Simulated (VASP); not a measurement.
OSZICAR of a VASP run on NiO (rock salt, AFM-II order):

**OSZICAR**
```
       N       E                     dE             d eps       ncg     rms          rms(c)
DAV:   1     0.273782295965E+03    0.27378E+03   -0.15886E+04  9376   0.207E+03
DAV:   2     0.144356347152E+02   -0.25935E+03   -0.24156E+03  9616   0.407E+02
DAV:   3    -0.182742524148E+02   -0.32710E+02   -0.31086E+02 10592   0.163E+02
DAV:   4    -0.193555599556E+02   -0.10813E+01   -0.10733E+01 10448   0.318E+01
DAV:   5    -0.193871089497E+02   -0.31549E-01   -0.31530E-01 11232   0.511E+00    0.204E+01
DAV:   6    -0.160478765013E+02    0.33392E+01   -0.55648E+01 13784   0.113E+02    0.232E+01
DAV:   7    -0.139409696270E+02    0.21069E+01   -0.97620E+00 12548   0.974E+01    0.824E+00
DAV:   8    -0.142244814709E+02   -0.28351E+00   -0.26955E+00 10120   0.162E+01    0.543E+00
DAV:   9    -0.141942341455E+02    0.30247E-01   -0.50564E-01 15628   0.172E+01    0.267E+00
DAV:  10    -0.141942387058E+02   -0.45603E-05   -0.14112E-01 12144   0.779E+00    0.118E+00
DAV:  11    -0.141865511950E+02    0.76875E-02   -0.71022E-02 15256   0.560E+00    0.145E-01
DAV:  12    -0.141875692467E+02   -0.10181E-02   -0.10121E-02  9524   0.993E-01    0.138E-01
DAV:  13    -0.141875382183E+02    0.31028E-04   -0.11448E-03 12696   0.288E-01    0.804E-02
DAV:  14    -0.141876132244E+02   -0.75006E-04   -0.30477E-04  9792   0.458E-01    0.476E-02
DAV:  15    -0.141876045671E+02    0.86573E-05   -0.68404E-05  9752   0.105E-01    0.163E-02
DAV:  16    -0.141875961045E+02    0.84626E-05   -0.19058E-05 12396   0.697E-02    0.395E-03
DAV:  17    -0.141875951783E+02    0.92623E-06   -0.90511E-07 11436   0.127E-02    0.105E-03
DAV:  18    -0.141875956007E+02   -0.42237E-06   -0.27891E-07  7684   0.569E-03    0.961E-04
DAV:  19    -0.141875955201E+02    0.80559E-07   -0.32600E-08  4972   0.252E-03
   1 F= -.14187596E+02 E0= -.14187596E+02  d E =0.000000E+00  mag=     0.0000
```

Question: Which electronic solver shows in the log?

Answer: It is blocked Davidson (ALGO = Normal, or the opening steps of other solvers). The INCAR had ALGO = Normal.

Question: How was spin treated?

Answer: Collinear spin (ISPIN = 2): the summary line carries one mag value, 0.00 μB in the cell.

Question: Can the final energy be trusted as converged?

Answer: The calculation finished and met its thresholds. It stopped with EDIFF = 1E-7, NELM = 100 (vdW-DF2, plane waves, VASP's PBE PAW potentials (set 64)).

The compound is NiO in the rock salt, AFM-II order structure. It was relaxed first, which changed the volume by +8 %.
